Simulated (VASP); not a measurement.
# Si3Bi2Te3 (P-3m1) in VASP: density of states with PBE

Aim: the density of states of Si3Bi2Te3 with PBE.

Everything below comes from runs of VASP 6.6.1. Logs are shortened: lines on timing, memory, paths and dates and some standing lists are left out, and cuts for length are marked.

### Step 1. Starting point

Symmetry: P-3m1, No. 164, trigonal system. The conventional cell has a = 4.101 Å, b = 4.101 Å, c = 31.900 Å, α = 90.00°, β = 90.00°, γ = 120.00°. Si (site symmetry 3m) has 4 Si at 2.37 to 2.47 Å as nearest neighbours. Around Si (site symmetry 3m) lie 4 Si at 2.37 to 2.46 Å. Si (site symmetry 3m) has 3 Si at 2.46 Å and 1 Te at 2.64 Å as nearest neighbours. Bi (site symmetry 3m) is surrounded by 6 Te at 3.05 to 3.35 Å. Around Bi (site symmetry 3m) lie 6 Te at 3.16 to 3.18 Å. Around Te (site symmetry 3m) lie 3 Bi at 3.05 Å. Around Te (site symmetry 3m) lie 6 Bi at 3.18 to 3.35 Å. Te (site symmetry 3m) has 1 Si at 2.64 Å as nearest neighbours.

The cell was built by a generator and needn't be a form met in nature.

### Step 2. Density of states, PBE

The input, POSCAR:

```
Si3Bi2Te3
1.0
    4.1009200000      0.0000000000      0.0000000000
   -2.0504600000      3.5515010000      0.0000000000
    0.0000000000      0.0000000000     31.8997400000
Si Bi Te
6 4 6
Direct
    0.3333330000      0.6666670000      0.0109180000
    0.3333330000      0.6666670000      0.0853630000
    0.0000000000      0.0000000000      0.1064610000
    0.6666670000      0.3333330000      0.9890820000
    0.6666670000      0.3333330000      0.9146370000
    0.0000000000      0.0000000000      0.8935390000
    0.0000000000      0.0000000000      0.3954150000
    0.3333330000      0.6666670000      0.2547080000
    0.6666670000      0.3333330000      0.7452920000
    0.0000000000      0.0000000000      0.6045850000
    0.3333330000      0.6666670000      0.4558990000
    0.6666670000      0.3333330000      0.3210990000
    0.0000000000      0.0000000000      0.1893330000
    0.0000000000      0.0000000000      0.8106670000
    0.6666670000      0.3333330000      0.5441010000
    0.3333330000      0.6666670000      0.6789010000
```

The input, INCAR.step1:

```
PREC     = Accurate       # precision mode
ENCUT    = 520            # plane-wave cutoff, eV
EDIFF    = 1E-6           # SCF threshold, eV
ISMEAR   = 0              # smearing method
SIGMA    = 0.1            # smearing width, eV
LREAL    = F              # projectors in reciprocal space
LASPH    = T              # aspherical terms in the spheres
NELM     = 80             # most SCF steps
ALGO     = Fast           # electronic algorithm
ISIF     = 2              # what is computed and relaxed
LWAVE    = F              # write WAVECAR
LCHARG   = T              # write CHGCAR
GGA      = PE             # functional
NBANDS   = 74             # bands
KPAR     = 4
```

The input, KPOINTS.step1:

```
regular mesh
0
Gamma
  8 8 1
```

The input, INCAR.step2:

```
PREC     = Accurate       # precision mode
ENCUT    = 520            # plane-wave cutoff, eV
EDIFF    = 1E-6           # SCF threshold, eV
ISMEAR   = -5             # smearing method
SIGMA    = 0.1            # smearing width, eV
LREAL    = F              # projectors in reciprocal space
LASPH    = T              # aspherical terms in the spheres
NELM     = 80             # most SCF steps
ALGO     = Fast           # electronic algorithm
ISIF     = 2              # what is computed and relaxed
LWAVE    = F              # write WAVECAR
LCHARG   = F              # write CHGCAR
GGA      = PE             # functional
LORBIT   = 10             # projections on sites
NBANDS   = 74             # bands
KPAR     = 4            
NEDOS    = 2001           # points of the DOS
ICHARG   = 11             # starting density
```

The input, KPOINTS.step2:

```
regular mesh
0
Gamma
  12 12 1
```

Potentials or basis: VASP PAW PBE potentials, release 64 (Si, Bi_d, Te).

On the command line:

```sh
$ cat potpaw_PBE.64/Si/POTCAR potpaw_PBE.64/Bi_d/POTCAR potpaw_PBE.64/Te/POTCAR > POTCAR
$ cp INCAR.step1 INCAR
$ cp KPOINTS.step1 KPOINTS
$ mpirun -np 4 vasp_std > vasp.out
$ cp INCAR.step2 INCAR
$ cp KPOINTS.step2 KPOINTS
$ mpirun -np 4 vasp_std > vasp.out
```

OUTCAR:

```text
PREC = Accurate
   ENCUT = 520
   EDIFF = 1E-6
   ISMEAR = -5
   LREAL = F
   LASPH = T
   NELM = 80
   ISIF = 2
   GGA = PE
   LORBIT = 10
   ICHARG = 11

 ion  position               nearest neighbor table
   1  0.333  0.667  0.011-   2 2.37   4 2.47   4 2.47   4 2.47
   2  0.333  0.667  0.085-   1 2.37   3 2.46   3 2.46   3 2.46
   3  0.000  0.000  0.106-   2 2.46   2 2.46   2 2.46  13 2.64
   4  0.667  0.333  0.989-   5 2.37   1 2.47   1 2.47   1 2.47
   5  0.667  0.333  0.915-   4 2.37   6 2.46   6 2.46   6 2.46
   6  0.000  0.000  0.894-   5 2.46   5 2.46   5 2.46  14 2.64
   7  0.000  0.000  0.395-  11 3.05  11 3.05  11 3.05  12 3.35  12 3.35  12 3.35
   8  0.333  0.667  0.255-  13 3.16  13 3.16  13 3.16  12 3.18  12 3.18  12 3.18
   9  0.667  0.333  0.745-  14 3.16  14 3.16  14 3.16  16 3.18  16 3.18  16 3.18
  10  0.000  0.000  0.605-  15 3.05  15 3.05  15 3.05  16 3.35  16 3.35  16 3.35
  11  0.333  0.667  0.456-   7 3.05   7 3.05   7 3.05  15 3.68  15 3.68  15 3.68
  12  0.667  0.333  0.321-   8 3.18   8 3.18   8 3.18   7 3.35   7 3.35   7 3.35
  13  0.000  0.000  0.189-   3 2.64   8 3.16   8 3.16   8 3.16
  14  0.000  0.000  0.811-   6 2.64   9 3.16   9 3.16   9 3.16
  15  0.667  0.333  0.544-  10 3.05  10 3.05  10 3.05  11 3.68  11 3.68  11 3.68
  16  0.333  0.667  0.679-   9 3.18   9 3.18   9 3.18  10 3.35  10 3.35  10 3.35

  LATTYP: Found a hexagonal cell.
 ALAT       =     4.1009200000
 C/A-ratio  =     7.7786789306

  Lattice vectors:

 A1 = (   4.1009200000,   0.0000000000,   0.0000000000)
 A2 = (  -2.0504600000,   3.5515010000,   0.0000000000)
 A3 = (   0.0000000000,   0.0000000000,  31.8997400000)

Analysis of symmetry for initial positions (statically):
=====================================================================
 Subroutine PRICEL returns:
 Original cell was already a primitive cell.

 Routine SETGRP: Setting up the symmetry group for a
 hexagonal supercell.

 Subroutine GETGRP returns: Found 12 space group operations
 (whereof 12 operations were pure point group operations)
 out of a pool of 24 trial point group operations.

The static configuration has the point symmetry D_3d.

Analysis of symmetry for dynamics (positions and initial velocities):
=====================================================================
 Subroutine PRICEL returns:
 Original cell was already a primitive cell.

 Routine SETGRP: Setting up the symmetry group for a
 hexagonal supercell.
[... 146 lines left out ...]
   IALGO  =     68    algorithm
   IMIX   =      4    mixing-type and parameters
     AMIX     =   0.40;   BMIX     =  1.00
     AMIX_MAG =   1.60;   BMIX_MAG =  1.00
  volume/ion in A,a.u.               =      29.04       195.96
  Fermi-wavevector in a.u.,A,eV,Ry     =   1.042578  1.970186 14.789102  1.086968
  Thomas-Fermi vector in A             =   2.177249
   LORBIT       =     10    0 simple, 1 ext, 2 COOP (PROOUT), +10 PAW based schemes
   GGA     = PE    functional components
   LHFCALC =     F    Hartree Fock is set to
   AEXX    =    0.0000 exact exchange contribution
   IVDW    =     0    specifies the selected vdW correction
   LEPSILON=     F    determine dielectric tensor
   LRPA    =     F    only Hartree local field effects (RPA)
 non-spin polarized calculation
 RMM-DIIS sequential band-by-band and
 Fermi weights with tetrahedron method with Bloechl corrections
  energy-cutoff  :      520.00
  volume of cell :      464.60
 maximum number of plane-waves:     12569

 number of electron     120.0000023 magnetization

 Free energy of the ion-electron system (eV)
  ---------------------------------------------------
  ext. energy  EPLUGINS =         0.00000000
  ---------------------------------------------------
  free energy    TOTEN  =       -66.70566945 eV

  energy without entropy =      -66.70566945  energy(sigma->0) =      -66.70566945

 E-fermi :   6.3445     XC(G=0):  -9.3327

 val. band max:        6.3442557153   @ k =   0.2500   0.1667   0.0000
 cond. band min:       6.3193780582   @ k =   0.3333  -0.0000   0.0000
 fundamental gap:     -0.0248776571
 Fermi energy:         6.3445465585

 k-point     1 :       0.0000    0.0000    0.0000
  band No.  band energies     occupation
      1     -17.0763      2.00000
      2     -17.0763      2.00000
      3     -17.0628      2.00000
      4     -17.0628      2.00000
      5     -17.0628      2.00000
      6     -17.0628      2.00000
[... 1414 lines left out ...]
     71       8.7864      0.00000
     72       9.7640      0.00000
 [bands above 72 left out]

------------------------ aborting loop because EDIFF is reached ----------------------------------------

  FORCE on cell =-STRESS in cart. coord.  units (eV):
  Direction    XX          YY          ZZ          XY          YZ          ZX
  --------------------------------------------------------------------------------------
  -------------------------------------------------------------------------------------
  Total        0.2719215      0.2719215      1.2036570      0.0000000      0.0000000      0.0000000
  in kB        0.9377213      0.9377213      4.1508109      0.0000000      0.0000000      0.0000000
  external PRESSURE =       2.0087512 kB  Pullay stress =       0.0000000 kB

 VOLUME and BASIS-vectors are now :
 -----------------------------------------------------------------------------
  energy-cutoff  :      520.00
  volume of cell :      464.60
      direct lattice vectors                 reciprocal lattice vectors
     4.100920000  0.000000000  0.000000000     0.243847722  0.140785544  0.000000000
    -2.050460000  3.551501000  0.000000000     0.000000000  0.281571088  0.000000000
     0.000000000  0.000000000 31.899740000     0.000000000  0.000000000  0.031348218

 POSITION                                       TOTAL-FORCE (eV/Angst)
 -----------------------------------------------------------------------------------
     -0.00000      2.36767      0.34828        -0.000000      0.000000      0.053402
     -0.00000      2.36767      2.72306         0.000000     -0.000000     -0.031423
      0.00000      0.00000      3.39608        -0.000000      0.000000      0.038452
      2.05046      1.18383     31.55146         0.000000     -0.000000     -0.053402
      2.05046      1.18383     29.17668        -0.000000      0.000000      0.031423
      0.00000      0.00000     28.50366        -0.000000      0.000000     -0.038452
[... 8 lines left out ...]
      2.05046      1.18383     17.35668         0.000000     -0.000000     -0.007230
     -0.00000      2.36767     21.65677        -0.000000      0.000000     -0.035238
 -----------------------------------------------------------------------------------
    total drift:                               -0.000000      0.000000      0.000000

  FREE ENERGIE OF THE ION-ELECTRON SYSTEM (eV)
  ---------------------------------------------------
  free  energy   TOTEN  =       -66.7056694451 eV

  energy  without entropy=      -66.7056694451  energy(sigma->0) =      -66.70566945

 total charge

# of ion       s       p       d       tot
------------------------------------------
    1        0.760   0.854   0.000   1.614
    2        0.758   0.858   0.000   1.616
    3        0.775   0.816   0.000   1.591
    4        0.760   0.854   0.000   1.614
    5        0.758   0.858   0.000   1.616
    6        0.775   0.816   0.000   1.591
[... 8 lines left out ...]
   15        1.412   1.894   0.031   3.336
   16        1.402   1.935   0.028   3.366
--------------------------------------------------
tot         19.368  21.244  39.951  80.563
```

OUTCAR.step1:

```text
PREC = Accurate
   ENCUT = 520
   EDIFF = 1E-6
   ISMEAR = 0
   LREAL = F
[... 1005 lines left out ...]
      2.05046      1.18383     29.17668        -0.000000     -0.000000      0.001546
      0.00000      0.00000     28.50366         0.000000      0.000000     -0.004522
[... 8 lines left out ...]
      2.05046      1.18383     17.35668         0.000000     -0.000000      0.005775
     -0.00000      2.36767     21.65677         0.000000     -0.000000      0.005873
 -----------------------------------------------------------------------------------
    total drift:                                0.000000      0.000000      0.000000

  FREE ENERGIE OF THE ION-ELECTRON SYSTEM (eV)
  ---------------------------------------------------
  free  energy   TOTEN  =       -66.7169654739 eV

  energy  without entropy=      -66.6844035285  energy(sigma->0) =      -66.70068450
```

It took 4.6 min on 4 MPI ranks of AMD EPYC 9R14 (Zen 4), shared host; peak memory 0.74 GiB.

What came out:

```yaml
Valence_electrons_inside_the_program's_atomic_spheres: Si 1.61, 1.62, 1.59; Bi 12.70, 12.68; Te 3.34, 3.37, 3.38
```

States per cell in windows of 1 eV (zero at the Fermi level; states under -8 eV left out):
| from (eV) | total | Te11_p | Te15_p | Te12_p | Te16_p | Bi7_p | Bi10_p |
| --- | --- | --- | --- | --- | --- | --- | --- |
| -8.0 | 1.67 | 0.00 | 0.00 | 0.00 | 0.00 | 0.00 | 0.00 |
| -7.0 | 2.30 | 0.00 | 0.00 | 0.00 | 0.00 | 0.00 | 0.00 |
| -6.0 | 2.50 | 0.05 | 0.05 | 0.08 | 0.08 | 0.06 | 0.06 |
| -5.0 | 8.73 | 0.25 | 0.25 | 0.28 | 0.28 | 0.24 | 0.24 |
| -4.0 | 12.15 | 0.41 | 0.41 | 0.32 | 0.32 | 0.30 | 0.30 |
| -3.0 | 12.29 | 0.48 | 0.48 | 0.43 | 0.43 | 0.28 | 0.28 |
| -2.0 | 10.13 | 0.49 | 0.49 | 0.61 | 0.61 | 0.16 | 0.16 |
| -1.0 | 4.07 | 0.19 | 0.19 | 0.19 | 0.19 | 0.09 | 0.09 |
| 0.0 | 7.66 | 0.21 | 0.21 | 0.10 | 0.10 | 0.29 | 0.29 |
| 1.0 | 10.17 | 0.31 | 0.31 | 0.14 | 0.14 | 0.50 | 0.50 |
| 2.0 | 10.16 | 0.25 | 0.25 | 0.39 | 0.39 | 0.52 | 0.52 |
| 3.0 | 0.66 | 0.02 | 0.02 | 0.02 | 0.02 | 0.03 | 0.03 |

Caveat: spin-orbit coupling is left out, which moves the levels of the heavy elements; tetrahedron occupations give inexact forces and stress in metals.
